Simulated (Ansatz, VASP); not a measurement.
# LiSnF3 in two plane-wave programs

One calculation is typed for both programs; each brings its own data sets. How far apart do they land? The cell is invented: As first built, before any earlier steps moved the atoms (in the runner's words): F for Cl in the LiSnCl3 structure of space group R3c. It may not be a known or stable phase. The two relaxations start from unlike cells of this crystal (the structure described is Ansatz's start), so only their ends are compared.

Program: Ansatz 0.2.0. Level of theory: plane waves, with VASP 6.6.1 beside it; relaxation of cell and atoms at PBEsol. Results are calculated unless marked as measured.

**1. The structure**

It takes space group R3c (No. 161, trigonal). Conventional cell: a = 6.074 Å, b = 6.074 Å, c = 15.725 Å, α = 90.00°, β = 90.00°, γ = 120.00°. Nearest to Li lie 6 F at 2.14 to 2.35 Å. Sn has 3 F at 2.28 Å nearest. Nearest to F lie 2 Li at 2.14 to 2.35 Å and 1 Sn at 2.28 Å. It derives from LiSnCl3. As first built, before any earlier steps moved the atoms (in the runner's words): F for Cl in the LiSnCl3 structure of space group R3c. Farther neighbours and most contacts between anions are not listed.

**2. Ansatz: relaxation of cell and atoms, PBEsol**

Ansatz runs on its default PAW (the set named soft_2) files.

The relaxed volume is the usual yardstick between codes: in a stiff, nearly cubic crystal its relative difference is about their pressure difference at one cell divided by the bulk modulus.

input.yaml reads:

```yaml
crystal:
  lattice:
    - [3.0369662263, 1.7533932683, 5.241585203]
    - [-3.0369662263, 1.7533932683, 5.241585203]
    - [0.0, -3.5067865365, 5.241585203]
  atoms:
    - { symbol: Li, position: [0.30641721, 0.30641721, 0.30641721] }
    - { symbol: Li, position: [0.80641721, 0.80641721, 0.80641721] }
    - { symbol: Sn, position: [0.00094221, 0.00094221, 0.00094221] }
    - { symbol: Sn, position: [0.50094221, 0.50094221, 0.50094221] }
    - { symbol: F, position: [0.13771472, 0.99654884, 0.58687035] }
    - { symbol: F, position: [0.99654884, 0.58687035, 0.13771472] }
    - { symbol: F, position: [0.58687035, 0.13771472, 0.99654884] }
    - { symbol: F, position: [0.08687035, 0.49654884, 0.63771472] }
    - { symbol: F, position: [0.63771472, 0.08687035, 0.49654884] }
    - { symbol: F, position: [0.49654884, 0.63771472, 0.08687035] }
kpoints:
  mp_grid: { grid: [4, 4, 4] }
scf:
  occupations: { method: gaussian, width: 0.03 }
hamiltonian:
  xc: pbesol
output:
  forces: true
  stress: true
relax:
  f_tol: 0.02
  max_steps: 60
  cell: {}
```

Run with:

```console
ansatz run input.yaml --threads 2 --pin off --max-ram 4096MiB --backend cpu --events-out ev --progress --plain --runs-dir out
```

Numbers of over 12 decimals in the logs are rounded to 6 here.

Log:

```text
Engine: ansatz 0.2.0, aarch64-unknown-linux-gnu
Pseudopotentials: kind: paw
Pseudopotential: Li, paw, valence charge 3, recommended cutoff 420 eV (normal), Li.paw.azcp
Pseudopotential: Sn, paw, valence charge 14, recommended cutoff 420 eV (normal), Sn.paw.azcp
Pseudopotential: F, paw, valence charge 7, recommended cutoff 420 eV (normal), F.paw.azcp
Functional definition: PBEsol
  exchange = pbesol_x
  correlation = pbesol_c
Crystal: 10 atoms, lattice volume = 167.469 Å³
Basis set: ecut = 420 eV, 3275 PW (Γ), exchange–correlation on 90×90×90 points (8 copies of the dense FFT grid, shifted against one another)
Bands: 48, of which v1, the nominal top of the filled ones, is band 38 counted from 1 (37 counted from 0)
Symmetry: 6 space group operations
Space group: R3c (ITA 161), of the structure as read, at distance tolerance 5.5e-5 Å
k-points: 13 of 64 (time reversal used)
Non-local potential: Li, projectors of the file, l = 0: 3, l = 1: 2, l = 2: 1
Non-local potential: Sn, projectors of the file, l = 0: 2, l = 1: 2, l = 2: 2, l = 3: 2
Non-local potential: F, projectors of the file, l = 0: 2, l = 1: 2, l = 2: 1
PAW form: soft (Blöchl's): semilocal exchange-correlation on the pseudo side does not see the compensation charge
PAW frozen core: Sn, regenerated for the run's functional, and the local potential with it (the file was generated under x = pbe(κ = 0.804, μ = 0.219515), c = pbe(β = 0.066725))
PAW frozen core: F, regenerated for the run's functional, and the local potential with it (the file was generated under x = pbe(κ = 0.804, μ = 0.219515), c = pbe(β = 0.066725))
PAW one-centre angular grid: Li, 110 points (default); XC on 64 Gauss nodes
PAW one-centre angular grid: Sn, 590 points (default); XC on 64 Gauss nodes
PAW one-centre angular grid: F, 110 points (default); XC on 64 Gauss nodes
Initial density: superposition of atomic densities (neutral atoms: chi_scale 0, normalization atom), corrected by the library's trained network
Initial wavefunctions: pseudopotential atomic-orbital guess
Functional: x = pbesol(κ = 0.804, μ = 0.123457), c = pbesol(β = 0.046)
SCF iter   1: F=—  HF=-17115.521094 eV  |F-HF|=—  |Δ(HF+E_count)|=         —  Δρ=1.24e-2  dr2=1.73e-1  ethr=1.77e-3  ⟨swp⟩=7.1  Hψ=2792  notcnv=0  defer=4
preconditioner: auto → Resta (q_TF=auto, 2.392 Å⁻¹)  ε∞=2.9  [insulator: Δε(μ)=3.772 eV  Ē_g=17.568 eV  σ=0.030 eV  W_gap=1.00  n_scr=44 (ndim 8)  ℏωp=24.3 eV  f_vac=0.130  D(μ)=0.00/eV (n_scr^D=0)  ε∞_Penn≈2.9]
SCF iter   2: F=—  HF=-17115.478183 eV  |F-HF|=—  |Δ(HF+E_count)|=   4.29e-2  Δρ=4.00e-3  dr2=1.42e-2  ethr=2.28e-4  ⟨swp⟩=2.2  Hψ=1231  notcnv=0  defer=52
SCF iter   3: F=—  HF=-17115.474538 eV  |F-HF|=—  |Δ(HF+E_count)|=   3.64e-3  Δρ=7.68e-4  dr2=7.92e-4  ethr=1.87e-5  ⟨swp⟩=2.0  Hψ=888  notcnv=0  defer=52
SCF iter   4: F=—  HF=-17115.474562 eV  |F-HF|=—  |Δ(HF+E_count)|=   2.45e-5  Δρ=1.66e-4  dr2=3.84e-5  ethr=1.04e-6  ⟨swp⟩=2.0  Hψ=954  notcnv=0  defer=52
SCF iter   5: F=—  HF=-17115.474670 eV  |F-HF|=—  |Δ(HF+E_count)|=   1.07e-4  Δρ=3.33e-5  dr2=1.36e-6  ethr=5.05e-8  ⟨swp⟩=2.0  Hψ=832  notcnv=0  defer=52
SCF iter   6: F=-17115.474671 eV  HF=-17115.474671 eV  |F-HF|=9.17e-8  |Δ(HF+E_count)|=   1.30e-6  Δρ=7.65e-6  dr2=8.93e-8  ethr=1.32e-10  ⟨swp⟩=5.0  Hψ=2303  notcnv=0
SCF 1 converged in 6 iterations: F = -17115.474671 eV  dr2 = 8.93e-8
  greatest PAW one-centre occupation: 0.999 electrons in one spin orbital (limit 2), on the Li atom at site 1 (counted from 0), in its partial waves of l = 0
relax step   1: F+E_penalty+E_count = -17115.47467106 eV  Δ(F+E_penalty+E_count) = +0.000e0 eV  max|allowed force component| = 7.998e-1 eV/Å  Δτ_max = 0.0000 Å  P = -7.578 GPa  Ω = 167.469 Å³  (6 SCF iters, dr2 threshold 1.00e-7 eV, accepted)
[...]
relax step  14: F+E_penalty+E_count = -17116.59699390 eV  Δ(F+E_penalty+E_count) = -7.994e-4 eV  max|allowed force component| = 8.844e-4 eV/Å  Δτ_max = 0.0050 Å  P = -0.002 GPa  Ω = 132.975 Å³  energy of the carried Pulay correction = +1.218e-2 eV  (5 SCF iters, dr2 threshold 2.46e-8 eV, accepted)
[...]
relax step  15: F+E_penalty+E_count = -17116.58630914 eV  Δ(F+E_penalty+E_count) = +1.068e-2 eV  max|allowed force component| = 1.118e-3 eV/Å  Δτ_max = 0.0000 Å  P = -0.121 GPa  Ω = 132.975 Å³  stress off target by 1.55e-1 GPa  SCF on the basis re-selected at this cell (its energy is not comparable with the rows above)  (5 SCF iters)
[...]
relax step  16: F+E_penalty+E_count = -17116.58863812 eV  Δ(F+E_penalty+E_count) = -2.329e-3 eV  max|allowed force component| = 2.176e-3 eV/Å  Δτ_max = 0.0046 Å  P = -0.007 GPa  Ω = 132.445 Å³  energy of the carried Pulay correction = +2.086e-3 eV  (6 SCF iters, dr2 threshold 6.04e-8 eV, accepted)
[...]
relax step  17: F+E_penalty+E_count = -17116.58651075 eV  Δ(F+E_penalty+E_count) = +2.127e-3 eV  max|allowed force component| = 1.948e-3 eV/Å  Δτ_max = 0.0000 Å  P = -0.019 GPa  Ω = 132.445 Å³  stress off target by 2.38e-2 GPa  SCF on the basis re-selected at this cell (its energy is not comparable with the rows above)  (4 SCF iters)
basis re-selected at this cell: Δ(F+E_penalty+E_count) = +2.127e-3 eV, ΔP = -0.013 GPa vs the last step (what re-selecting the basis moved, of the pressure what is left beyond the Pulay correction that the steps carried, after the strain that the cell walked since its last selection, with what the two solves' SCF thresholds leave and, on support functions, any second-order correction that the steps lacked; it is no m [...]
SCF converged after 4 iterations
Free energy (F): -17116.586511 eV
Harris-Foulkes:  -17116.586511 eV  (|F-HF|=5.46e-11)
Internal energy: -17116.586511 eV  (E = F + TS)
E sigma→0 (E₀):  -17116.586511 eV
Fermi energy:    6.273328 eV
--- Per-component energies (eV) ---
  E_band       = -612.891743
  E_kinetic    = 1652.962167
  E_local      = -5635.777472  (includes V_loc(G=0)·N_el)
  E_nonlocal   = 314.541008
  E_hartree    = 2501.664630
  E_xc         = -1253.911534
  E_vxc        = -832.060399  (∫ρ·V_xc dr)
  E_paw        = -9324.205438  (= ΣΔE_a)
  E_vpaw       = -1115.898275  (= ΣTr[D̂ρ^β])
  E_aug_tail   = 0.012145  (compensation charges beyond the density's cutoff)
  E_ewald      = -5372.696353
  E_core_change = 0.824335  (= ΣΔE_core)
  E_smearing   = -0.000000  (= −TS)
  E_closure    = 0.000000  (closes the sum)
  Σ components = -17116.586511   (vs F -17116.586511, Δ=0.00e0)
--- Forces (eV/Å), atoms counted from 1 ---
  atom   1  Li     0.00000000     0.00000000     0.00035155
  atom   2  Li     0.00000000     0.00000000     0.00035155
  atom   3  Sn    -0.00000000     0.00000000     0.00194829
  atom   4  Sn    -0.00000000     0.00000000     0.00194829
  atom   5  F      0.00026088     0.00056781    -0.00076660
  atom   6  F      0.00036130    -0.00050984    -0.00076660
  atom   7  F     -0.00062218    -0.00005798    -0.00076660
  atom   8  F     -0.00036130    -0.00050984    -0.00076660
  atom   9  F      0.00062218    -0.00005798    -0.00076660
  atom  10  F     -0.00026088     0.00056781    -0.00076660
  max |Σ_I F_I| component: 9.13e-8 eV/Å
--- Stress (GPa, compression-positive) ---
       -0.016935       0.000000       0.000000
        0.000000      -0.016935      -0.000000
       -0.000000      -0.000000      -0.023793
  P = ⅓ Tr σ = -0.0192 GPa (-0.192 kbar)
--- Relaxed structure (14 steps of the walk, 14 accepted, 3 SCFs on fresh bases) ---
  F+E_penalty+E_count = -17116.58651075 eV   max|allowed force component| = 1.948e-3 eV/Å   (the final SCF, on the basis selected at the relaxed cell)
  cell:  # Å, volume = 132.4446 Å³
    - [2.831968, 1.635038, 4.767237]
    - [-2.831968, 1.635038, 4.767237]
    - [0, -3.270076, 4.767237]
  atoms:
    - { symbol: Li, position: [0.298108, 0.298108, 0.298108] }
    - { symbol: Li, position: [0.798108, 0.798108, 0.798108] }
    - { symbol: Sn, position: [0.011223, 0.011223, 0.011223] }
    - { symbol: Sn, position: [0.511223, 0.511223, 0.511223] }
    - { symbol: F, position: [0.062795, 1.063710, 0.592657] }
    - { symbol: F, position: [1.063710, 0.592657, 0.062795] }
    - { symbol: F, position: [0.592657, 0.062795, 1.063710] }
    - { symbol: F, position: [0.092657, 0.563710, 0.562795] }
    - { symbol: F, position: [0.562795, 0.092657, 0.563710] }
    - { symbol: F, position: [0.563710, 0.562795, 0.092657] }
```

Reading the cycles: dr2 is the Hartree energy of the density residual (eV), the measure of convergence; HF is the Harris–Foulkes estimate of the energy, which meets the free energy F at convergence.

[end of part 1 of 2]

[Lines on the potential files, build, host, timing and source positions are cut from VASP's logs without a mark.]

[Logs are printed without paths, hosts, clocks, repeated set-up lines and the standing remarks that a program may print on its own settings, such as how far it seeks lower states.]

[Hosts, paths, dates, database ids (printed as entryN), source tags and the programs' standing remarks are cut or masked in the printed files.]
